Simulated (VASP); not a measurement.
These are RPBE GGA, VASP's PBE PAW potentials (set 64) (plane waves; VASP 6.6.1) values and carry that method's errors.

VASP ran on this input.

### INCAR
```
SYSTEM = PbO2
GGA = RP
ALGO = Normal
EDIFFG = -0.01
EDIFF = 1E-7   ! SCF stop (eV)
LWAVE = .FALSE.
LREAL = .FALSE.
LMAXMIX = 4   ! l cut-off of mixed one-centre charges
ISIF = 4   ! ions and shape, fixed volume
PREC = Accurate
SIGMA = 0.05
NELM = 100   ! most electronic steps
ENCUT = 520   ! plane-wave cut-off (eV)
NSW = 30   ! most ionic steps
IBRION = 2
LCHARG = .FALSE.
ISMEAR = 0   ! Gaussian
LASPH = .TRUE.   ! aspherical one-centre terms
```

**POSCAR**
```
PbO2
1
    5.1517483682     0.0000000000     0.0000000000
    0.0000000000     5.1517483682     0.0000000000
    0.0000000000     0.0000000000     3.4605085929
Pb O
2 4
Direct
  1.0000000000   1.0000000000   1.0000000000
  0.5000000000   0.5000000000   0.5000000000
  0.3085460202   0.3085460202   0.0000000000
  0.8085460202   0.1914539798   0.5000000000
  0.1914539798   0.8085460202   0.5000000000
  0.6914539798   0.6914539798   1.0000000000
```

**KPOINTS**
```
kpoints
0
gamma
 5 5 7
0 0 0
```

POTCAR, in this order: Pb_d O (PBE.64 set). Program: vasp_std.

Problem. Estimate the energy per atom (σ→0).

Solution. 
```
Property                        Value
---------------------  --------------
energy per atom (σ→0)  -4.940 eV/atom
```

OSZICAR:
```
...
   1 F= -.29637536E+02 E0= -.29637250E+02  d E =-.296375E+02
       N       E                     dE             d eps       ncg     rms          rms(c)
DAV:   1    -0.296377531001E+02   -0.21690E-03   -0.11495E-02  1544   0.831E-01    0.735E-02
DAV:   2    -0.296376607407E+02    0.92359E-04   -0.37590E-04  2348   0.208E-01    0.445E-02
DAV:   3    -0.296376019199E+02    0.58821E-04   -0.97814E-05  2166   0.123E-01    0.396E-03
DAV:   4    -0.296376033905E+02   -0.14706E-05   -0.18351E-05  1722   0.345E-02    0.269E-03
DAV:   5    -0.296376033471E+02    0.43380E-07   -0.69736E-07  1779   0.882E-03
   2 F= -.29637603E+02 E0= -.29637321E+02  d E =-.671979E-04
```

The compound is PbO2 in the rutile structure. This run relaxes it. Symmetry was kept, so distortions that lower it aren't found.
